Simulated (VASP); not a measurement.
VASP input:

**POSCAR**
```
AgBr
4.2067480
  0.0000000000   0.7071068245   0.7071068245
  0.7071068245   0.0000000000   0.7071068245
  0.7071068245   0.7071068245   0.0000000000
Ag Br
1 1
Cart
  0.0000000000   0.0000000000   0.0000000000
  0.7071068245   0.7071068245   0.7071068245
```

INCAR:
```
SYSTEM = AgBr
PREC = Accurate
ENCUT = 520
EDIFF = 1E-7
NELM = 100
ALGO = Normal
LREAL = .FALSE.
LASPH = .TRUE.
ISMEAR = -5
GGA = RE
LMAXMIX = 4
LWAVE = .FALSE.
LCHARG = .TRUE.
LORBIT = 11
NEDOS = 601
ISIF = 2
```

### KPOINTS
```
Automatic mesh
0
Gamma
9 9 9
0 0 0
```

POTCAR, in this order: Ag Br (PBE.64 set). Program: vasp_std.

Problem. Translate this revPBE calculation to Quantum ESPRESSO's pw.x.

Solution. One equivalent input (not run):
```
&CONTROL
  calculation = 'scf'
  pseudo_dir = './pseudo'
  outdir = './out'
  tprnfor = .true.
  tstress = .true.
/
&SYSTEM
  ibrav = 0
  nat = 2
  ntyp = 2
  ecutwfc = 82
  occupations = 'tetrahedra'
  input_dft = 'revpbe'
/
&ELECTRONS
  conv_thr = 7.3e-09
  electron_maxstep = 100
/
ATOMIC_SPECIES
  Ag 107.868 Ag.upf
  Br 79.904 Br.upf
CELL_PARAMETERS angstrom
     0.0000000    2.9746202    2.9746202
     2.9746202    0.0000000    2.9746202
     2.9746202    2.9746202    0.0000000
ATOMIC_POSITIONS crystal
  Ag   0.0000000  0.0000000  0.0000000
  Br   0.5000000  0.5000000  0.5000000
K_POINTS automatic
  9 9 9 0 0 0
```
Limits of the translation: the potentials are each code's own (VASP's PAW set, PseudoDojo norm-conserving files in pw.x), so ENCUT and ecutwfc are chosen apart and not converted; conv_thr bounds pw.x's estimated SCF error, while EDIFF bounds the energy change between steps.

The compound is AgBr in the rock salt structure. It was relaxed first, which changed the volume by +10 %.
